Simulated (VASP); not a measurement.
Consider the following.

```xyz
2
Lattice="3.0996 0.0000 0.0000 0.0000 3.0996 0.0000 0.0000 0.0000 3.0996" Properties=species:S:1:pos:R:3 pbc="T T T"
Zn     1.5498     1.5498     1.5498
Cu     0.0000     0.0000     0.0000
```

Method: vdW-DF2, VASP's PBE PAW potentials (set 64) (plane waves; VASP 6.6.1). Run with 520 eV cut-off, 12×12×12 Γ-centred mesh, first-order Methfessel-Paxton smearing of 0.10 eV, potentials Zn Cu.

Problem. What does the run give for the energy per atom (σ→0), pressure, band gap (on the k-mesh) with the smallest direct gap where there is one?

Solution. 
The band gap (on the k-mesh) is none (metal, semimetal or under 0.01 eV) and the energy per atom (σ→0) comes out as 0.982 eV/atom. The pressure comes out as -1.88 GPa.

The compound is CuZn in the CsCl type structure. This cell is one point of a volume scan, at 1.03 of the reference volume. The electron count is odd and the run is not spin-polarised, which forces a metal.
